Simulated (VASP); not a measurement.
These are SCAN meta-GGA, VASP's PBE PAW potentials (set 64) (plane waves; VASP) values and carry that method's errors.

VASP input:

POSCAR:
```
MnO2
1
    4.3877482447     0.0000000000     0.0000000000
    0.0000000000     4.3877482447     0.0000000000
    0.0000000000     0.0000000000     2.8471276525
Mn O
2 4
Direct
  0.0000000000   0.0000000000   0.0000000000
  0.5000000000   0.5000000000   0.5000000000
  0.3042266481   0.3042266481   0.0000000000
  0.8042266481   0.1957733519   0.5000000000
  0.1957733519   0.8042266481   0.5000000000
  0.6957733519   0.6957733519   0.0000000000
```

### KPOINTS_OPT
```
k-points along high-symmetry lines
5
Line-mode
Reciprocal
  0.000000   0.000000   0.000000 ! GAMMA
  0.500000   0.500000   0.000000 ! Y

  0.500000   0.500000   0.000000 ! Y
  0.500000   0.500000   0.000000 ! C_0

  0.500000  -0.500000   0.000000 ! SIGMA_0
  0.000000   0.000000   0.000000 ! GAMMA

  0.000000   0.000000   0.000000 ! GAMMA
  0.000000   0.000000   0.500000 ! Z

  0.000000   0.000000   0.500000 ! Z
  0.500000  -0.500000   0.500000 ! A_0

  0.500000   0.500000   0.500000 ! E_0
  0.500000   0.500000   0.500000 ! T

  0.500000   0.500000   0.500000 ! T
  0.500000   0.500000   0.000000 ! Y

  0.000000   0.000000   0.000000 ! GAMMA
  0.500000   0.000000   0.000000 ! S

  0.500000   0.000000   0.000000 ! S
  0.500000   0.000000   0.500000 ! R

  0.500000   0.000000   0.500000 ! R
  0.000000   0.000000   0.500000 ! Z

  0.000000   0.000000   0.500000 ! Z
  0.500000   0.500000   0.500000 ! T
```

**KPOINTS**
```
Automatic mesh
0
Gamma
6 6 9
0 0 0
```

INCAR:
```
! general
SYSTEM =MnO2
PREC   =Accurate
ENCUT  =520
LREAL  =.False.
LASPH  =.True.

! electronic loop
EDIFF  =1E-7
NELM   =100
ALGO   =Normal
LMAXMIX=4
LMIXTAU=.True.

! smearing
ISMEAR =-5

! functional
METAGGA=SCAN

! spin
ISPIN  =2
MAGMOM =2.6 -2.6 -0.1 0.1 0.1 -0.1

! ions
ISIF   =2

! output
LWAVE  =.False.
LCHARG =.False.
LORBIT =11
NEDOS  =601

! other
LEFG   =.True.
```

POTCAR, in this order: Mn_pv O (PBE.64 set). Program: vasp_std.

Q: What will the output report for the number of irreducible k-points (NKPTS), largest plane-wave count, number of space-group operations, FFT grid (NGX, NGY, NGZ)?

A: 
```yaml
number of irreducible k-points (NKPTS): 50
largest_plane_wave_count: 1504
number_of_space_group_operations: 16
FFT grid (NGX, NGY, NGZ): 36 × 36 × 24
```

The compound is MnO2 in the rutile structure. It was relaxed first.
